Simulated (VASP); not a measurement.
Level of theory: vdW-DF2, VASP's PBE PAW potentials (set 64) (plane waves; VASP).

The input files of a VASP run:

File KPOINTS:
```
k-points along high-symmetry lines
15
Line-mode
Reciprocal
  0.000000   0.000000   0.000000 ! GAMMA
  0.000000   0.500000   0.000000 ! X

  0.000000   0.500000   0.000000 ! X
  0.500000   0.500000   0.000000 ! M

  0.500000   0.500000   0.000000 ! M
  0.000000   0.000000   0.000000 ! GAMMA

  0.000000   0.000000   0.000000 ! GAMMA
  0.500000   0.500000   0.500000 ! R

  0.500000   0.500000   0.500000 ! R
  0.000000   0.500000   0.000000 ! X

  0.500000   0.500000   0.500000 ! R
  0.500000   0.500000   0.000000 ! M
```

### POSCAR
```
PdIn
1
    3.4376931315     0.0000000000     0.0000000000
    0.0000000000     3.4376931315     0.0000000000
    0.0000000000     0.0000000000     3.4376931315
In Pd
1 1
Direct
  0.5000000000   0.5000000000   0.5000000000
  0.0000000000   0.0000000000   0.0000000000
```

**INCAR**
```
SYSTEM = PdIn
PREC = Accurate
ENCUT = 520
EDIFF = 1E-7
NELM = 100
ALGO = Normal
LREAL = .FALSE.
LASPH = .TRUE.
ISMEAR = 0
SIGMA = 0.05
GGA = ML
ZAB_VDW = -1.8867
LUSE_VDW = .TRUE.
AGGAC = 0.0
LMAXMIX = 4
LWAVE = .FALSE.
LCHARG = .FALSE.
LORBIT = 11
ICHARG = 11
```

POTCAR, in this order: In_d Pd (PBE.64 set). Program: vasp_std. Read from the step before: CHGCAR.

Output

### OSZICAR
```
       N       E                     dE             d eps       ncg     rms          rms(c)
DAV:   1     0.172652004280E+03    0.17265E+03   -0.11499E+04  2722   0.192E+03
DAV:   2     0.808377832118E+01   -0.16457E+03   -0.15916E+03  2840   0.408E+02
DAV:   3    -0.809110482449E+00   -0.88929E+01   -0.87398E+01  3466   0.975E+01
DAV:   4    -0.977509427211E+00   -0.16840E+00   -0.16831E+00  3249   0.133E+01
DAV:   5    -0.985589535720E+00   -0.80801E-02   -0.80800E-02  3935   0.258E+00
DAV:   6    -0.985768847589E+00   -0.17931E-03   -0.17931E-03  3461   0.312E-01
DAV:   7    -0.985771397365E+00   -0.25498E-05   -0.25483E-05  4041   0.422E-02
DAV:   8    -0.985771424720E+00   -0.27354E-07   -0.28099E-07  3030   0.418E-03
   1 F= -.98577142E+00 E0= -.98547540E+00  d E =-.592051E-03
```

**OUTCAR**
```
 val. band max:        8.7476753271   @ k =   0.5000   0.5000   0.2143

 cond. band min:       8.7726647083   @ k =   0.3214   0.3214   0.0000



 k-point     1 :       0.0000    0.0000    0.0000
  band No.  band energies     occupation
      1      -6.2861      2.00000
      2      -6.2861      2.00000
      3      -6.0299      2.00000
      4      -6.0299      2.00000
      5      -6.0299      2.00000
      6      -0.3548      2.00000
      7       5.3611      2.00000
      8       5.3611      2.00000
      9       6.5329      2.00000
     10       6.5329      2.00000
     11       6.5329      2.00000
     12      12.5096      0.00000
     13      12.5096      0.00000
     14      12.5096      0.00000
     15      15.7819      0.00000

 k-point     2 :       0.0000    0.0357    0.0000
  band No.  band energies     occupation
      1      -6.2857      2.00000
      2      -6.2833      2.00000
      3      -6.0308      2.00000
      4      -6.0308      2.00000
      5      -6.0297      2.00000
      6      -0.3371      2.00000
      7       5.3618      2.00000
      8       5.3645      2.00000
      9       6.5214      2.00000
     10       6.5214      2.00000
     11       6.5324      2.00000
     12      12.3360      0.00000
     13      12.5428      0.00000
     14      12.5428      0.00000
     15      15.8978      0.00000

 k-point     3 :       0.0000    0.0714    0.0000
  band No.  band energies     occupation
      1      -6.2847      2.00000
      2      -6.2748      2.00000
      3      -6.0334      2.00000
      4      -6.0334      2.00000
      5      -6.0291      2.00000
      6      -0.2838      2.00000
      7       5.3639      2.00000
      8       5.3740      2.00000
      9       6.4882      2.00000
     10       6.4882      2.00000
     11       6.5312      2.00000
     12      11.8948      0.00000
     13      12.6414      0.00000
     14      12.6414      0.00000
     15      16.1570      0.00000

...
```

The density is held fixed in this step, so its total energy and stress have no physical meaning. Unless said otherwise, spin-orbit coupling is left out, though it shifts the bands of the heavy elements here.

The compound is PdIn in the CsCl type structure. It was relaxed first, which changed the volume by +18 %. The electron count is odd and the run is not spin-polarised, which forces a metal.
